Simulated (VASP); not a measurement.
```yaml
crystal:
  lattice:
    - [5.52086, 0.00000, 0.00000]
    - [0.00000, 5.52086, 0.00000]
    - [0.00000, 0.00000, 3.26137]
  atoms:
    - { symbol: Zn, position: [0.18175, 0.18175, 0.50000] }
    - { symbol: Zn, position: [0.81825, 0.81825, 0.50000] }
    - { symbol: Zn, position: [0.31825, 0.68175, 0.00000] }
    - { symbol: Zn, position: [0.68175, 0.31825, 0.00000] }
    - { symbol: O, position: [0.81725, 0.18275, 0.50000] }
    - { symbol: O, position: [0.18275, 0.81725, 0.50000] }
    - { symbol: O, position: [0.31725, 0.31725, 0.00000] }
    - { symbol: O, position: [0.68275, 0.68275, 0.00000] }
```

Computed with r2SCAN meta-GGA, VASP's PBE PAW potentials (set 64) (plane waves; VASP). Settings: 520 eV cut-off, 5×5×8 Γ-centred mesh, tetrahedra with Blöchl corrections, potentials Zn O.

Give the energies of bands 25 to 38 at the high-symmetry points, in eV from the valence-band maximum.

| band | Γ | X | M | Z | R | A |
|---|---|---|---|---|---|---|
| 25 | -4.25 | -3.79 | -2.63 | -4.07 | -3.75 | -3.92 |
| 26 | -3.65 | -3.79 | -2.63 | -4.07 | -3.75 | -3.92 |
| 27 | -3.45 | -2.32 | -2.60 | -3.62 | -3.45 | -3.56 |
| 28 | -3.45 | -2.32 | -2.60 | -3.62 | -3.45 | -3.56 |
| 29 | -2.41 | -1.62 | -1.73 | -3.01 | -2.82 | -2.15 |
| 30 | -1.19 | -1.62 | -1.73 | -3.01 | -2.82 | -2.15 |
| 31 | -0.89 | -1.61 | -1.14 | -1.84 | -1.89 | -1.44 |
| 32 | -0.89 | -1.61 | -1.14 | -1.84 | -1.89 | -1.44 |
| 33 | -0.51 | -0.49 | -0.88 | -1.84 | -1.61 | -1.39 |
| 34 | -0.19 | -0.49 | -0.88 | -1.84 | -1.61 | -1.39 |
| 35 | -0.19 | -0.43 | -0.77 | -1.34 | -1.07 | -1.37 |
| 36 | 0.00 | -0.43 | -0.77 | -1.34 | -1.07 | -1.37 |
| 37 | 1.20 | 3.64 | 4.77 | 6.36 | 6.48 | 5.98 |
| 38 | 5.86 | 3.64 | 4.77 | 6.36 | 6.48 | 5.98 |

The gap is direct, 1.20 eV, from the valence maximum at Γ to the conduction minimum at Γ.

The structure comes from a computed database's ZnO entry (P4_2/mnm); how it stands against other phases isn't given here. It was relaxed first.
